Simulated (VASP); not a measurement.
An input for Quantum ESPRESSO's pw.x (written as the equivalent of a VASP run, and not itself run):

```
&CONTROL
  calculation = 'vc-relax'
  pseudo_dir = './pseudo'
  outdir = './out'
  tprnfor = .true.
  tstress = .true.
  nstep = 30
  forc_conv_thr = 0.00039
/
&SYSTEM
  ibrav = 0
  nat = 4
  ntyp = 2
  ecutwfc = 82
  occupations = 'smearing'
  smearing = 'gaussian'
  degauss = 0.003675
  input_dft = 'pz'
/
&ELECTRONS
  conv_thr = 7.3e-09
  electron_maxstep = 100
/
&IONS
/
&CELL
  cell_dofree = 'shape'
/
ATOMIC_SPECIES
  Si 28.085 Si.upf
  C 12.011 C.upf
CELL_PARAMETERS angstrom
     1.5292397   -2.6487207    0.0000000
     1.5292397    2.6487207    0.0000000
     0.0000000    0.0000000    5.0166904
ATOMIC_POSITIONS crystal
  Si   0.6666670  0.3333330  0.4996425
  Si   0.3333330  0.6666670  0.9996425
  C    0.6666670  0.3333330  0.8753575
  C    0.3333330  0.6666670  0.3753575
K_POINTS automatic
  8 8 5 0 0 0
```

Question: Translate this input to VASP (INCAR, KPOINTS, POSCAR, choice of POTCAR).

Answer: Several could match; the one computed here: 
### KPOINTS
```
Automatic mesh
0
Gamma
8 8 5
0 0 0
```

**INCAR**
```
ISIF = 4
ISMEAR = 0
LREAL = .False.   ! projection in real space or not
ENCUT = 520
LASPH = .True.
PREC = Accurate
LCHARG = .False.
NELM = 100
EDIFF = 1E-7
LWAVE = .False.
SYSTEM = SiC
ALGO = Normal   ! blocked Davidson
IBRION = 2   ! conjugate gradients
NSW = 30
SIGMA = 0.05
EDIFFG = -0.01
```

### POSCAR
```
SiC
1
    1.5292397209    -2.6487206551     0.0000000000
    1.5292397209     2.6487206551     0.0000000000
    0.0000000000     0.0000000000     5.0166904341
Si C
2 2
Direct
  0.6666670000   0.3333330000   0.4996425423
  0.3333330000   0.6666670000   0.9996425423
  0.6666670000   0.3333330000   0.8753574577
  0.3333330000   0.6666670000   0.3753574577
```

POTCAR, in this order: Si C (LDA.64 set). Program: vasp_std.

The two are equivalent in intent, not identical: the potentials are each code's own (VASP's PAW set, PseudoDojo norm-conserving files in pw.x), so ENCUT and ecutwfc are chosen apart and not converted; conv_thr bounds pw.x's estimated SCF error, while EDIFF bounds the energy change between steps; forc_conv_thr acts on force components and is met together with etot_conv_thr.

The compound is SiC in the wurtzite structure, the rare 2H polytype. This run relaxes it. Symmetry was kept, so distortions that lower it aren't found.
